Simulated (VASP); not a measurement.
CaSc:

```
CELL_PARAMETERS angstrom
0.00000 2.73093 2.73093
2.73093 0.00000 2.73093
2.73093 2.73093 0.00000
ATOMIC_POSITIONS crystal
Ca 0.50000 0.50000 0.50000
Sc 0.00000 0.00000 0.00000
```

The cell was built by a generator and needn't be a form met in nature.

The cell isn't the ideal one: random cell by space group and Wyckoff sites (Fm-3m, No. 225).

| Quantity | Value |
| --- | --- |
| Program | VASP 6.6.1 |
| Task | relaxation of cell and atoms |
| Functional | PBE |
| Potentials or basis | VASP PAW PBE potentials, release 64 (Ca_sv, Sc_sv) |
| Cutoff | 600 eV |
| k mesh | 6 × 6 × 6 |
| Occupations | gaussian, width 0.1 eV |
| Spin | no spin polarisation |

At the start: pressure 20.0 GPa; volume 20.37 Å³/atom.

Problem. How do energy, volume and symmetry change on relaxing?

Solution. Over 4 steps the energy falls by 620.6 meV/atom and the volume is 33.71 Å³/atom (+65.5 %); space group Fm-3m (No. 225, to 0.05 Å).

The path:
| step | energy change (eV) | largest force (eV/Å) | pressure (GPa) | volume (Å³) |
| --- | --- | --- | --- | --- |
| 1 | 0.0000 | 0.0000 | 20.01 | 40.73 |
| 2 | -1.1282 | 0.0000 | 4.03 | 57.65 |
| 3 | -1.2368 | 0.0000 | 0.66 | 65.51 |
| 4 | -1.2411 | 0.0000 | 0.06 | 67.42 |

Final structure:
```yaml
crystal:
  lattice:
    - [0.00000, 3.23039, 3.23039]
    - [3.23039, 0.00000, 3.23039]
    - [3.23039, 3.23039, 0.00000]
  atoms:
    - { symbol: Ca, position: [0.50000, 0.50000, 0.50000] }
    - { symbol: Sc, position: [0.00000, 0.00000, 0.00000] }
```

Caveat: the volume moved by over 15 % at a fixed basis, so the end points are rough.
